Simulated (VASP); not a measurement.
Here is a VASP 6.6.1 calculation.

INCAR

```
SYSTEM = TaO2
PREC = Accurate ; ENCUT = 520
EDIFF = 1E-6 ; ISMEAR = 0
SIGMA = 0.1 ; LREAL = .False.
LASPH = .True. ; NELM = 100
ALGO = Normal ; ISIF = 2
LWAVE = .False. ; LCHARG = .False.
LNONCOLLINEAR = .True. ; MAGMOM = 0 0 0 0 0 0 0 0 0 0 0 0 0 0 0 0 0 0
LORBIT = 11 ; LSORBIT = .True.
GGA_COMPAT = .False. ; LMAXMIX = 4
GGA = PS ; NBANDS = 62
```

Contents of KPOINTS:

```
regular mesh
0
Gamma
  8 8 12
  0 0 0
```

Contents of POSCAR:

```
TaO2
1.0
    4.9523300000      0.0000000000      0.0000000000
    0.0000000000      4.9523300000      0.0000000000
    0.0000000000      0.0000000000      2.8550200000
Ta O
2 4
Direct
    0.0000000000      0.0000000000      0.5000000000
    0.5000000000      0.5000000000      0.0000000000
    0.7132900000      0.2867100000      0.5000000000
    0.2867100000      0.7132900000      0.5000000000
    0.2132900000      0.2132900000      0.0000000000
    0.7867100000      0.7867100000      0.0000000000
```

Potentials or basis: VASP PAW PBE potentials, release 64 (Ta_pv, O).

Command:

```sh
$ cat potpaw_PBE.64/Ta_pv/POTCAR potpaw_PBE.64/O/POTCAR > POTCAR
$ mpirun -np 1 vasp_ncl > vasp.out
```

Problem. What does it give for the net moment?

Solution. 0.00 μB per cell.

Problem. Predict the largest force.

Solution. 0.007 eV/Å.

Problem. Estimate the pressure.

Solution. 0.6 GPa.

Stress tensor (GPa, compression positive):
```
0.52 0.00 0.00
0.00 0.52 0.00
0.00 0.00 0.85
```

Caveat: the PAW data sets were made with another functional, which shifts forces and pressure a little.
